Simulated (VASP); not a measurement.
# Si8TeO15 (a cell with a defect) in VASP: single point with PBE

Aim: the single point of Si8TeO15 (a cell with a defect) with PBE.

Everything below comes from runs of VASP 6.6.1. Logs are shortened: lines on timing, memory, paths and dates and some standing lists are left out, and cuts for length are marked.

## 1. The crystal as given

The cell holds a defect, 24 atoms: a = 8.544 Å, b = 8.544 Å, c = 7.061 Å, α = 65.60°, β = 65.60°, γ = 48.81°.

## 2. Single point, PBE

Contents of INCAR:

```
ALGO = Fast
EDIFF = 1E-7
ENCUT = 520
GGA = PE
ISIF = 2
ISMEAR = -1
LASPH = True
LCHARG = True
LELF = True
LREAL = Auto
LVHAR = True
LWAVE = False
NBANDS = 82
NELM = 100
PREC = Accurate
SIGMA = 0.01
```

Contents of KPOINTS:

```
k-points
0
Gamma
  3 3 3
```

Contents of POSCAR:

```
Si8TeO15
1.0
    0.0000000000      4.9926472100      6.9339264200
    4.9926472100      0.0000000000      6.9339264200
    4.9926472100      4.9926472100      0.0000000000
Si Te O
8 1 15
Direct
    0.2886509372      0.2388015117      0.4031093333
    0.7367379021      0.7586054827      0.9530093762
    0.0732406020      0.6903630726      0.0979866511
    0.5731448479      0.1640077064      0.6418275292
    0.4546758557      0.8116553584      0.3647644446
    0.8761294129      0.3556601977      0.9289827889
    0.0081805065     -0.0088919125      0.3177579024
    0.4982075608      0.5158401535      0.7944261398
    0.0538755984      0.1472375542      0.6674715082
    0.6167738137      0.6829648184      0.1740019888
    0.5057467219      0.3369435097      0.7540620194
    1.0036023716      0.8429430542      0.2378578999
    0.4202714819      0.2719426054      0.4788572744
    0.8711862798      0.8040746248      1.0006068456
    0.2321145070      0.8551414041      0.3871712907
    0.6352494934      0.4261274611      0.9677716898
   -0.0326346817      0.2078301334      0.1469540357
    0.5550616415      0.6542926946      0.5754437652
    0.4447333113      0.0268947468      0.2968454648
    0.8921617479      0.5557107552      0.8379152646
    0.2565345502      0.6819717515      0.8984105256
    0.8188354215      0.0550628381      0.5241132381
    0.1577058922      0.4506231879      0.2314661370
    0.5598142242      0.9741972900      0.8191868868
```

Potentials or basis: VASP PAW PBE potentials, release 64 (Si, Te, O).

Run with:

```
> cat potpaw_PBE.64/Si/POTCAR potpaw_PBE.64/Te/POTCAR potpaw_PBE.64/O/POTCAR > POTCAR
> mpirun -np 1 vasp_std > vasp.out
```

OUTCAR:

```text
EDIFF = 1E-7
   ENCUT = 520
   GGA = PE
   ISIF = 2
   ISMEAR = -1
   LASPH = True
   LREAL = Auto
   NELM = 100
   PREC = Accurate

 ion  position               nearest neighbor table
   1  0.289  0.239  0.403-  23 1.62  13 1.63  19 1.65   9 2.43   5 3.01   4 3.10
   2  0.737  0.759  0.953-  14 1.61  10 1.62  24 1.63  20 1.63   6 2.87   5 2.89   4 2.94   3 3.06

   3  0.073  0.690  0.098-  21 1.60  12 1.61  14 1.62  23 1.62   8 3.01   2 3.06
   4  0.573  0.164  0.642-  22 1.61  11 1.62  24 1.63  13 1.63   2 2.94   1 3.10   7 3.13
   5  0.455  0.812  0.365-  10 1.62  18 1.62  15 1.63  19 1.65   2 2.89   1 3.01   8 3.01   9 3.26

   6  0.876  0.356  0.929-  17 1.63  20 1.64  16 1.65   9 2.39   2 2.87   8 2.97   7 3.06
   7  0.008  0.991  0.318-  22 1.61  12 1.61  15 1.62  17 1.63   6 3.06   4 3.13
   8  0.498  0.516  0.794-  21 1.60  11 1.62  18 1.63  16 1.64   6 2.97   3 3.01   5 3.01
   9  0.054  0.147  0.667-   6 2.39   1 2.43   5 3.26
  10  0.617  0.683  0.174-   5 1.62   2 1.62
  11  0.506  0.337  0.754-   4 1.62   8 1.62
  12  0.004  0.843  0.238-   3 1.61   7 1.61
  13  0.420  0.272  0.479-   4 1.63   1 1.63
  14  0.871  0.804  0.001-   2 1.61   3 1.62
  15  0.232  0.855  0.387-   7 1.62   5 1.63
  16  0.635  0.426  0.968-   8 1.64   6 1.65
  17  0.967  0.208  0.147-   7 1.63   6 1.63
  18  0.555  0.654  0.575-   5 1.62   8 1.63
  19  0.445  0.027  0.297-   5 1.65   1 1.65
  20  0.892  0.556  0.838-   2 1.63   6 1.64
  21  0.257  0.682  0.898-   3 1.60   8 1.60
  22  0.819  0.055  0.524-   7 1.61   4 1.61
  23  0.158  0.451  0.231-   3 1.62   1 1.62
  24  0.560  0.974  0.819-   2 1.63   4 1.63

  LATTYP: Found a body centered tetragonal cell.
 ALAT       =     7.0606693965
 C/A-ratio  =     1.9640988781

  Lattice vectors:

 A1 = (  -4.9926472100,   0.0000000000,   6.9339264200)
 A2 = (   4.9926472100,   0.0000000000,   6.9339264200)
 A3 = (   0.0000000000,   4.9926472100,  -6.9339264200)

Analysis of symmetry for initial positions (statically):
=====================================================================
 Subroutine PRICEL returns:
 Original cell was already a primitive cell.

 Routine SETGRP: Setting up the symmetry group for a
 body centered tetragonal supercell.

 Subroutine GETGRP returns: Found  1 space group operations
 (whereof  1 operations were pure point group operations)
 out of a pool of 16 trial point group operations.

The static configuration has the point symmetry C_1 .

Analysis of symmetry for dynamics (positions and initial velocities):
[... 151 lines left out ...]
   ISYM   =      2    0-nonsym 1-usesym 2-fastsym
   POTIM  = 0.5000    time-step for ionic-motion
   TEBEG  =    0.0;   TEEND  =   0.0 temperature during run
   PSTRESS=    0.0 pullay stress
   NELECT =     128.0000    total number of electrons
   NUPDOWN=      -1.0000    fix difference up-down
   EMIN   =  10.00;   EMAX   =-10.00  energy-range for DOS
   EFERMI =   0.00;   METHOD = LEGACY
   ISMEAR =    -1;   SIGMA  =   0.01  broadening in eV -4-tet -1-fermi 0-gaus
   EFERMI_NEDOS =   21; number of points for ismear=-14 and -15
   IALGO  =     68    algorithm
   IMIX   =      4    mixing-type and parameters
     AMIX     =   0.40;   BMIX     =  1.00
     AMIX_MAG =   1.60;   BMIX_MAG =  1.00
  volume/ion in A,a.u.               =      14.40        97.20
  Fermi-wavevector in a.u.,A,eV,Ry     =   1.175586  2.221536 18.803292  1.382003
  Thomas-Fermi vector in A             =   2.311964
   LORBIT       =      0    0 simple, 1 ext, 2 COOP (PROOUT), +10 PAW based schemes
   GGA     = PE    functional components
   LHFCALC =     F    Hartree Fock is set to
   AEXX    =    0.0000 exact exchange contribution
   IVDW    =     0    specifies the selected vdW correction
   LEPSILON=     F    determine dielectric tensor
   LRPA    =     F    only Hartree local field effects (RPA)
 non-spin polarized calculation
 RMM-DIIS sequential band-by-band and
  energy-cutoff  :      520.00
  volume of cell :      345.68
 maximum number of plane-waves:      9334
   NGX = 31   NGY = 31   NGZ = 27

 number of electron     127.9999998 magnetization

 Free energy of the ion-electron system (eV)
  ---------------------------------------------------
  ext. energy  EPLUGINS =         0.00000000
  ---------------------------------------------------
  free energy    TOTEN  =      -181.63695917 eV

  energy without entropy =     -181.63695917  energy(sigma->0) =     -181.63695917

 E-fermi :   3.3404     XC(G=0):  -8.8221

 val. band max:        3.1283645663   @ k =   0.0000   0.0000   0.0000
 cond. band min:       6.6008849751   @ k =   0.0000   0.0000   0.0000
 fundamental gap:      3.4725204088
 Fermi energy:         3.3403839637

 k-point     1 :       0.0000    0.0000    0.0000
  band No.  band energies     occupation
      1     -18.5131      2.00000
      2     -17.7101      2.00000
      3     -17.6488      2.00000
      4     -17.6229      2.00000
      5     -17.5723      2.00000
      6     -17.5316      2.00000
[... 1095 lines left out ...]
     75      10.2281      0.00000
     76      10.2969      0.00000
 [bands above 76 left out]

------------------------ aborting loop because EDIFF is reached ----------------------------------------

  FORCE on cell =-STRESS in cart. coord.  units (eV):
  Direction    XX          YY          ZZ          XY          YZ          ZX
  --------------------------------------------------------------------------------------
  -------------------------------------------------------------------------------------
  Total       18.4373153      5.5200288      9.7176826      0.2157096     -0.7967416     -5.2327971
  in kB       85.4549614     25.5847363     45.0404074      0.9997906     -3.6928109    -24.2534481
  external PRESSURE =      52.0267017 kB  Pullay stress =       0.0000000 kB

 VOLUME and BASIS-vectors are now :
 -----------------------------------------------------------------------------
  energy-cutoff  :      520.00
  volume of cell :      345.68
      direct lattice vectors                 reciprocal lattice vectors
     0.000000000  4.992647210  6.933926420    -0.100147272  0.100147272  0.072109216
     4.992647210  0.000000000  6.933926420     0.100147272 -0.100147272  0.072109216
     4.992647210  4.992647210  0.000000000     0.100147272  0.100147272 -0.072109216

 POSITION                                       TOTAL-FORCE (eV/Angst)
 -----------------------------------------------------------------------------------
      3.20483      3.45371      3.65732         0.022022     -0.017494      0.019417
      8.54549      8.43631     10.36860        -0.007432     -0.013509      0.024388
      3.93595      0.85488      5.29477         0.029608     -0.019726     -0.007223
      4.02325      6.06593      5.11136         0.028060     -0.021120      0.015773
      5.87345      4.09118      8.78065        -0.004824      0.015503     -0.016780
      6.41377      9.01229      8.54114        -0.008078      0.022487      0.020543
[... 16 lines left out ...]
      3.40543      1.94300      4.21811         0.005323     -0.010247      0.006376
      8.95373      6.88487     10.63672        -0.002400     -0.006501     -0.015249
 -----------------------------------------------------------------------------------
    total drift:                               -0.010459     -0.010292      0.003733

  FREE ENERGIE OF THE ION-ELECTRON SYSTEM (eV)
  ---------------------------------------------------
  free  energy   TOTEN  =      -181.6369591674 eV

  energy  without entropy=     -181.6369591674  energy(sigma->0) =     -181.63695917
```

OSZICAR:

```text
N       E                     dE             d eps       ncg     rms          rms(c)
DAV:   1     0.855310516755E+03    0.85531E+03   -0.65230E+04  2304   0.142E+03
DAV:   2    -0.129879407397E+03   -0.98519E+03   -0.95426E+03  2812   0.326E+02
DAV:   3    -0.204329585827E+03   -0.74450E+02   -0.74041E+02  2744   0.966E+01
[... 10 lines left out ...]
RMM:  14    -0.181636963962E+03   -0.19854E-04   -0.98326E-05  2878   0.338E-02    0.230E-02
RMM:  15    -0.181636957768E+03    0.61944E-05   -0.50707E-05  2803   0.229E-02    0.659E-03
RMM:  16    -0.181636959862E+03   -0.20944E-05   -0.25226E-05  2841   0.159E-02    0.824E-03
RMM:  17    -0.181636959278E+03    0.58383E-06   -0.32342E-06  2870   0.597E-03    0.461E-03
RMM:  18    -0.181636959148E+03    0.13001E-06   -0.11522E-06  2792   0.371E-03    0.351E-03
RMM:  19    -0.181636959167E+03   -0.19214E-07   -0.52571E-07  2571   0.247E-03
   1 F= -.18163696E+03 E0= -.18163696E+03  d E =-.103267E-10
```

stdout:

```text
POSCAR found type information on POSCAR SiTeO
 POSCAR found :  3 types and      24 ions
 scaLAPACK will be used
 LDA part: xc-table for (Slater+PW92), standard interpolation
 POSCAR, INCAR and KPOINTS ok, starting setup
 FFT: planning ... GRIDC
 FFT: planning ... GRID_SOFT
 FFT: planning ... GRID
 WAVECAR not read
 entering main loop
```

It took 8.1 min on 1 thread of Intel Xeon 6975P-C (Granite Rapids), shared host; peak memory 0.63 GiB.

What came out:

| Property | Result |
| --- | --- |
| Free energy | -181.6370 eV |
| Pressure | 5.2 GPa |
| Largest force | 0.075 eV/Å |
| Band gap on the k mesh | 3.47 eV, direct |

Forces on the atoms (eV/Å):
```
Si   0.022 -0.017  0.019
Si  -0.007 -0.014  0.024
Si   0.030 -0.020 -0.007
Si   0.028 -0.021  0.016
Si  -0.005  0.016 -0.017
Si  -0.008  0.022  0.021
Si   0.011  0.036 -0.019
Si  -0.003  0.000 -0.016
Te  -0.054 -0.009 -0.050
O   -0.022  0.004 -0.012
O    0.000  0.005  0.013
O   -0.007  0.002  0.010
O    0.005  0.014  0.002
O   -0.001 -0.004 -0.005
O    0.009  0.000  0.015
O    0.001  0.002 -0.011
O    0.006  0.013 -0.001
O    0.001  0.004  0.010
O   -0.009  0.000 -0.011
O   -0.003 -0.005  0.026
O    0.004 -0.006  0.006
O    0.001 -0.005 -0.005
O    0.005 -0.010  0.006
O   -0.002 -0.007 -0.015
```

Caveat: spin-orbit coupling is left out, which moves the levels of the heavy elements.
